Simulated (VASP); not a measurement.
An input for Quantum ESPRESSO's pw.x (written as the equivalent of a VASP run, and not itself run):

```
&CONTROL
  calculation = 'scf'
  pseudo_dir = './pseudo'
  outdir = './out'
  tprnfor = .true.
  tstress = .true.
/
&SYSTEM
  ibrav = 0
  nat = 20
  ntyp = 2
  ecutwfc = 84
  occupations = 'smearing'
  smearing = 'methfessel-paxton'
  degauss = 0.01999
  input_dft = 'pz'
/
&ELECTRONS
  conv_thr = 7.3e-08
  electron_maxstep = 100
/
ATOMIC_SPECIES
  Ti 47.867 Ti.upf
  O 15.999 O.upf
CELL_PARAMETERS angstrom
     7.8516340    0.0000000    0.0000000
     0.0000000    2.8462800    0.0000000
     0.0000000    0.0000000    8.1686910
ATOMIC_POSITIONS crystal
  Ti   0.0306900  0.2500000  0.6840700
  Ti   0.9693100  0.7500000  0.3159300
  Ti   0.4693100  0.7500000  0.1840700
  Ti   0.5306900  0.2500000  0.8159300
  Ti   0.1964500  0.2500000  0.0190800
  Ti   0.8035500  0.7500000  0.9809200
  Ti   0.3035500  0.7500000  0.5190800
  Ti   0.6964500  0.2500000  0.4809200
  O    0.9421900  0.2500000  0.1245200
  O    0.0578100  0.7500000  0.8754800
  O    0.5578100  0.7500000  0.6245200
  O    0.4421900  0.2500000  0.3754800
  O    0.1211800  0.2500000  0.4471700
  O    0.8788200  0.7500000  0.5528300
  O    0.3788200  0.7500000  0.9471700
  O    0.6211800  0.2500000  0.0528300
  O    0.7930500  0.2500000  0.8095300
  O    0.2069500  0.7500000  0.1904700
  O    0.7069500  0.7500000  0.3095300
  O    0.2930500  0.2500000  0.6904700
K_POINTS automatic
  2 2 2 1 1 1
```

**Question.** Translate this input to VASP (INCAR, KPOINTS, POSCAR, choice of POTCAR).

**Answer.** One answer among several that fit: 
### KPOINTS
```
Automatic mesh
0
Gamma
2 2 2
0.5 0.5 0.5
```

File POSCAR:
```
Ti2O3
1
    7.8516340000     0.0000000000     0.0000000000
    0.0000000000     2.8462800000     0.0000000000
    0.0000000000     0.0000000000     8.1686910000
Ti O
8 12
Direct
  0.0306900000   0.2500000000   0.6840700000
  0.9693100000   0.7500000000   0.3159300000
  0.4693100000   0.7500000000   0.1840700000
  0.5306900000   0.2500000000   0.8159300000
  0.1964500000   0.2500000000   0.0190800000
  0.8035500000   0.7500000000   0.9809200000
  0.3035500000   0.7500000000   0.5190800000
  0.6964500000   0.2500000000   0.4809200000
  0.9421900000   0.2500000000   0.1245200000
  0.0578100000   0.7500000000   0.8754800000
  0.5578100000   0.7500000000   0.6245200000
  0.4421900000   0.2500000000   0.3754800000
  0.1211800000   0.2500000000   0.4471700000
  0.8788200000   0.7500000000   0.5528300000
  0.3788200000   0.7500000000   0.9471700000
  0.6211800000   0.2500000000   0.0528300000
  0.7930500000   0.2500000000   0.8095300000
  0.2069500000   0.7500000000   0.1904700000
  0.7069500000   0.7500000000   0.3095300000
  0.2930500000   0.2500000000   0.6904700000
```

**INCAR**
```
! general
SYSTEM  = Ti2O3
PREC    = Accurate
ENCUT   = 320
LREAL   = Auto
LASPH   = .TRUE.

! electronic loop
EDIFF   = 1E-6
NELM    = 100
ALGO    = Normal
LMAXMIX = 4

! smearing
ISMEAR  = 1
SIGMA   = 0.272

! ions
ISIF    = 2

! output
LWAVE   = .FALSE.
LCHARG  = .FALSE.
```

POTCAR, in this order: Ti_sv O (LDA.64 set). Program: vasp_std.

What does not carry over: the potentials are each code's own (VASP's PAW set, PseudoDojo norm-conserving files in pw.x), so ENCUT and ecutwfc are chosen apart and not converted; conv_thr bounds pw.x's estimated SCF error, while EDIFF bounds the energy change between steps.

The structure comes from a computed database's Ti2O3 entry; how it stands against other phases isn't given here. The cell was not relaxed at this level. The k-mesh is coarse (spacing up to 1.10 per Å, 2π included), so the numbers may not be converged in it. The run is one of a series of settings (ENCUT = 320, GGA removed, KPOINTS 2×2×2 Γ-centred mesh shifted by (0.5, 0.5, 0.5), POTCAR Ti_sv O (LDA.64 set) against the base run), some of them coarse on purpose.
